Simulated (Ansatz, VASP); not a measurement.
# PtS2 in two plane-wave programs, part 2 of 2

Wanted: the spread between two codes on one cell, functional and k mesh. The cell is taken from a series of runs on this material, whose earlier steps may have relaxed, scaled, displaced or heated it; both programs get it as it stands.

VASP 6.6.1 and Ansatz 0.2.0.

So far: The starting structure; VASP: dielectric response, PBE.

### Step 3. Ansatz: dielectric response, PBE

Level of this step: Ansatz beside VASP: Kohn-Sham DFT, plane waves, PBE (Ansatz).

Ansatz runs on its default PAW (the set named soft_2) files.

The same cell, functional and mesh now go to Ansatz, which takes its cutoff from its data sets.

input.yaml

```yaml
crystal:
  lattice:
    - [3.5432, 0.0, 0.0]
    - [-1.7716, 3.0685012107, 0.0]
    - [0.0, 0.0, 5.0388]
  atoms:
    - { symbol: Pt, position: [0.0, 0.0, 0.0] }
    - { symbol: S, position: [0.6666666667, 0.3333333333, 0.773] }
    - { symbol: S, position: [0.3333333333, 0.6666666667, 0.227] }
kpoints:
  mp_grid: { grid: [7, 7, 5] }
scf:
  occupations: { method: fixed }
hamiltonian:
  xc: pbe
  pseudopotentials: { kind: paw }
dielectric: {}
```

Started as:

```bash
ansatz run input.yaml --threads 4 --pin off --max-ram 8192MiB --backend cpu --events-out ev --progress --plain --runs-dir out
```

Numbers of over 12 decimals in the logs are rounded to 6 here.

The program printed:

```text
Engine: ansatz 0.2.0, x86_64-unknown-linux-gnu
Pseudopotentials: kind: paw
Pseudopotential: Pt, paw, valence charge 18, recommended cutoff 420 eV (normal), Pt.paw.azcp
Pseudopotential: S, paw, valence charge 6, recommended cutoff 420 eV (normal), S.paw.azcp
Functional definition: PBE
  parameter kappa = 0.804
  parameter beta = 0.066725
  exchange = pbe_x(kappa = kappa, mu = beta*pi^2/3)
  correlation = pbe_c(beta = beta)
Crystal: 3 atoms, lattice volume = 54.783 Å³
Basis set: ecut = 420 eV, 1043 PW (Γ), exchange–correlation on 48×48×72 points (8 copies of the dense FFT grid, shifted against one another)
Bands: 19, of which v1, the nominal top of the filled ones, is band 15 counted from 1 (14 counted from 0)
Symmetry: 12 space group operations
k-points: 72 of 245 (irreducible under 2 space group operations, time reversal used)
Non-local potential: Pt, projectors of the file, l = 0: 3, l = 1: 2, l = 2: 2, l = 3: 1
Non-local potential: S, projectors of the file, l = 0: 2, l = 1: 2, l = 2: 2
PAW form: soft (Blöchl's): semilocal exchange-correlation on the pseudo side does not see the compensation charge
PAW one-centre angular grid: Pt, 590 points (default); XC on 64 Gauss nodes
PAW one-centre angular grid: S, 110 points (default); XC on 64 Gauss nodes
Initial density: superposition of atomic densities (neutral atoms: chi_scale 0, normalization atom), corrected by the library's trained network
Initial wavefunctions: pseudopotential atomic-orbital guess
Functional: x = pbe(κ = 0.804, μ = 0.219515), c = pbe(β = 0.066725)
SCF iter   1: F=—  HF=-14328.056467 eV  |F-HF|=—  |Δ(HF+E_count)|=         —  Δρ=3.36e-3  dr2=6.29e-3  ethr=1.77e-3  ⟨swp⟩=5.0  Hψ=6095  notcnv=0  defer=144
preconditioner: auto → Resta (q_TF=auto, 2.468 Å⁻¹)  ε∞=6.6  [insulator: Δε(μ)=0.887 eV  Ē_g=9.972 eV  n_scr=20 (ndim 8)  ℏωp=23.5 eV  f_vac=0.021  ε∞_Penn≈6.6]
SCF iter   2: F=—  HF=-14328.056227 eV  |F-HF|=—  |Δ(HF+E_count)|=   2.40e-4  Δρ=1.77e-3  dr2=2.23e-3  ethr=2.10e-5  ⟨swp⟩=2.0  Hψ=2851  notcnv=0  defer=144
SCF iter   3: F=—  HF=-14328.056216 eV  |F-HF|=—  |Δ(HF+E_count)|=   1.07e-5  Δρ=4.91e-4  dr2=1.50e-4  ethr=7.42e-6  ⟨swp⟩=2.0  Hψ=2169  notcnv=0  defer=144
SCF iter   4: F=—  HF=-14328.056208 eV  |F-HF|=—  |Δ(HF+E_count)|=   8.15e-6  Δρ=1.99e-4  dr2=2.30e-5  ethr=5.00e-7  ⟨swp⟩=2.7  Hψ=2161  notcnv=0  defer=126
SCF iter   5: F=—  HF=-14328.056215 eV  |F-HF|=—  |Δ(HF+E_count)|=   6.90e-6  Δρ=7.08e-5  dr2=4.33e-6  ethr=7.68e-8  ⟨swp⟩=2.0  Hψ=2012  notcnv=0
SCF iter   6: F=—  HF=-14328.056214 eV  |F-HF|=—  |Δ(HF+E_count)|=   4.61e-7  Δρ=2.87e-5  dr2=6.28e-7  ethr=1.44e-8  ⟨swp⟩=2.0  Hψ=1996  notcnv=0
SCF iter   7: F=—  HF=-14328.056216 eV  |F-HF|=—  |Δ(HF+E_count)|=   1.37e-6  Δρ=3.66e-6  dr2=7.94e-9  ethr=2.09e-9  ⟨swp⟩=2.0  Hψ=2031  notcnv=0
SCF iter   8: F=—  HF=-14328.056216 eV  |F-HF|=—  |Δ(HF+E_count)|=   2.05e-8  Δρ=9.05e-7  dr2=4.75e-10  ethr=2.65e-11  ⟨swp⟩=2.0  Hψ=2160  notcnv=0
SCF iter   9: F=-14328.056216 eV  HF=-14328.056216 eV  |F-HF|=5.64e-11  |Δ(HF+E_count)|=   1.03e-9  Δρ=2.11e-7  dr2=2.97e-11  ethr=1.00e-12  ⟨swp⟩=4.1  Hψ=4764  notcnv=0
SCF 1 converged in 9 iterations: F = -14328.056216 eV  dr2 = 2.97e-11
  greatest PAW one-centre occupation: 1.000 electrons in one spin orbital (limit 2), on the Pt atom at site 0 (counted from 0), in its partial waves of l = 0
NSCF: frozen V_eff on 37 k-points
DFPT response loops at Γ: preconditioner auto → Resta (q_TF=auto, 2.468 Å⁻¹)  ε∞=8.2 (no band partly filled); β = 1.00, the filter's whole step (`scf.mixing.beta` (0.50) is not read by the response loops at its default; to damp them type it under 1.00, their step now; it binds the ground state too); Broyden in place of MSR1
── the response to a field inside a basis, on 8×8×6 k-points: an SCF that follows is theirs, and a resumed run solves both again ──
Bands: 16, of which v1, the nominal top of the filled ones, is band 15 counted from 1 (14 counted from 0)
k-points: 108 of 384 (irreducible under 4 space group operations)
Initial density: handed on by an earlier stage of this run
Initial wavefunctions: pseudopotential atomic-orbital guess (no wavefunctions were taken with the density)
Eigensolver: Dense (108 Hₖ)
SCF iter   1: F=—  HF=-14328.051723 eV  |F-HF|=—  |Δ(HF+E_count)|=         —  Δρ=3.48e-4  dr2=1.27e-5  ethr=1.00e-1
preconditioner: auto → Resta (q_TF=auto, 2.468 Å⁻¹)  ε∞=11.1  [insulator: Δε(μ)=0.853 eV  Ē_g=7.388 eV  n_scr=20 (ndim 8)  ℏωp=23.5 eV  f_vac=0.021  ε∞_Penn≈11.1]
SCF iter   2: F=—  HF=-14328.051725 eV  |F-HF|=—  |Δ(HF+E_count)|=   1.87e-6  Δρ=1.77e-4  dr2=2.97e-6  ethr=4.23e-8
SCF iter   3: F=—  HF=-14328.051726 eV  |F-HF|=—  |Δ(HF+E_count)|=   1.29e-6  Δρ=2.14e-5  dr2=1.89e-7  ethr=9.90e-9
SCF iter   4: F=-14328.051726 eV  HF=-14328.051726 eV  |F-HF|=6.25e-9  |Δ(HF+E_count)|=  3.35e-10  Δρ=6.63e-6  dr2=1.96e-8  ethr=6.30e-10
SCF 1 converged in 4 iterations: F = -14328.051726 eV  dr2 = 1.96e-8
DFPT response loops at Γ: preconditioner auto → Resta (q_TF=auto, 2.468 Å⁻¹)  ε∞=8.4 (no band partly filled); β = 1.00, the filter's whole step (`scf.mixing.beta` (0.50) is not read by the response loops at its default; to damp them type it under 1.00, their step now; it binds the ground state too); Broyden in place of MSR1
SCF converged after 9 iterations
Free energy (F): -14328.056216 eV
Harris-Foulkes:  -14328.056216 eV  (|F-HF|=5.64e-11)
Internal energy: -14328.056216 eV  (E = F + TS)
E sigma→0 (E₀):  -14328.056216 eV
Fermi energy:    10.963818 eV
--- Per-component energies (eV) ---
  E_band       = -320.281525
  E_kinetic    = 855.127516
  E_local      = -3139.942657  (includes V_loc(G=0)·N_el)
  E_nonlocal   = 255.082791
  E_hartree    = 1243.840982
  E_xc         = -457.843632
  E_vxc        = -480.237896  (∫ρ·V_xc dr)
  E_paw        = -10654.117029  (= ΣΔE_a)
  E_vpaw       = -297.993404  (= ΣTr[D̂ρ^β])
  E_aug_tail   = 0.000189  (compensation charges beyond the density's cutoff)
  E_ewald      = -2430.204375
  E_smearing   = -0.000000  (= −TS)
  E_closure    = 0.000000  (closes the sum)
  Σ components = -14328.056216   (vs F -14328.056216, Δ=0.00e0)
--- Band table (eV; the first three rows and the last of 72) ---
  k-point 0: bands = [... 11 lower, 9.1796, 9.8219, 9.8219, 10.8443, 13.4288, 13.4288, 15.7408, 16.7299]
  k-point 1: bands = [... 11 lower, 9.0368, 9.7553, 9.7553, 10.5076, 13.5864, 13.5864, 15.8618, 17.3347]
  k-point 2: bands = [... 11 lower, 8.5937, 9.6527, 9.6527, 10.1134, 13.8549, 13.8549, 16.3020, 18.1748]
  k-point 71: bands = [... 11 lower, 7.7714, 8.3367, 8.9491, 9.6933, 12.7464, 13.1169, 16.8093, 18.4672]
--- Dielectric response (ions clamped): 3 representative field directions + reference, inside a basis on a mesh of 384 k-points (Σ response iterations 15) ---
  ε∞ (high-frequency dielectric tensor):
       18.325760     0.000000    -0.000000
       -0.000000    18.325760     0.000000
       -0.000000     0.000000     9.380642
  Born effective charges Z* (e; rows j = field, columns β = displacement):
    site 0:
         2.90247    0.00000   -0.00000
        -0.00000    2.90247    0.00000
        -0.00000    0.00000   -0.59783
    site 1:
        -1.45124   -0.00000    0.00000
         0.00000   -1.45124   -0.00000
         0.00000   -0.00000    0.29891
    site 2:
        -1.45124   -0.00000    0.00000
         0.00000   -1.45124   -0.00000
         0.00000   -0.00000    0.29891
  Z* charge neutrality: 4.079e-3 e pre-enforcement
  solved inside a basis spanned on kpoints, on 8×8×6 k-points, its susceptibility summed on 18×18×12: ε∞ is read to err by 6.0e-2, Z* by 2.1e-2 e (field_mesh: kpoints solves on kpoints); Z* is corrected for what the basis lacks
```

Reading the cycles: dr2 is the Hartree energy of the density residual (eV), the measure of convergence; HF is the Harris–Foulkes estimate of the energy, which meets the free energy F at convergence.

### Step 4. Side by side

Known differences besides the potentials themselves: fixed occupations in Ansatz, narrow Gaussian smearing in VASP; VASP's response is taken on the typed mesh, Ansatz refines its own for the field response alone; the data sets hold 30 valence electrons in Ansatz (on its default PAW (the set named soft_2) files) and 22 in VASP; the cutoff is 420 eV in Ansatz and 400 eV in VASP. Total energies have different zeros and are not compared.

The two programs side by side:

```
quantity  Ansatz   VASP  difference
   ε∞ xx   18.33  18.86     -2.81 %
   ε∞ yy   18.33  18.86     -2.81 %
   ε∞ zz    9.38   9.12     +2.90 %
```

### Step 5. Outcome

| Property | Result |
| --- | --- |
| difference in ε∞ zz (dielectric response, PBE) | 2.9 % |

The difference in ε∞ zz is 2.9 % (dielectric response, PBE), within the 5 % picked in this series as the mark of a large difference. The data sets hold unlike numbers of valence electrons (30 in Ansatz and 22 in VASP), so part of the differences comes from the potentials. How closely two codes agree says nothing of how well the functional describes the real material.

[Lines on the potential files, build, host, timing and source positions are cut from VASP's logs without a mark.]

[Logs are printed without paths, hosts, clocks, repeated set-up lines and the standing remarks that a program may print on its own settings, such as how far it seeks lower states.]

[Hosts, paths, dates, database ids (printed as entryN), source tags and the programs' standing remarks are cut or masked in the printed files.]
